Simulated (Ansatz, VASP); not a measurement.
# Two plane-wave programs on HfTiSe

```xyz
6
Lattice="3.9220 0.0000 0.0000 0.0000 3.9220 0.0000 0.0000 0.0000 7.2003" Properties=species:S:1:pos:R:3 pbc="T T T"
Hf    0.0000    0.0000    0.0000
Hf    1.9610    1.9610    0.0000
Ti    0.0000    1.9610    2.5519
Ti    1.9610    0.0000    4.6484
Se    0.0000    1.9610    5.1315
Se    1.9610    0.0000    2.0688
```

Change from the starting cell: species swapped into the ErTiSi type (P4/nmm, No. 129).

Alike in both runs: functional PBE; k mesh 4 × 4 × 4; occupations gaussian, width 0.1 eV; no spin polarisation.

Ansatz relaxed the structure, and its values are those at the end. VASP's run is a single point on that final structure, the one shown.

|  | VASP | Ansatz |
| --- | --- | --- |
| version | VASP 6.6.1 | Ansatz 0.2.0 |
| potentials or method | VASP PAW PBE potentials, release 64 (Hf_pv, Ti_sv, Se) | scalar-relativistic, plane waves, PAW |
| plane-wave cutoff (eV) | 520 | 420 |
| valence electrons in the cell | 56 | 108 |

```csv
,VASP,Ansatz,Ansatz less VASP
gap on the k mesh at the Fermi level (eV),none,none,-
pressure (GPa),-0.3,-0.2,+0.15
rms of the force components (eV/Å),0.017,0.003,-0.0143
```

A gap of «none» marks a metal or a gap that the smearing closes. The two sets of potentials don't hold the same shells in valence.

Caveats: the k mesh is coarse (spacing up to 0.40 Å⁻¹), so the values aren't converged. Spin-orbit coupling is left out, which matters for the levels of Hf.
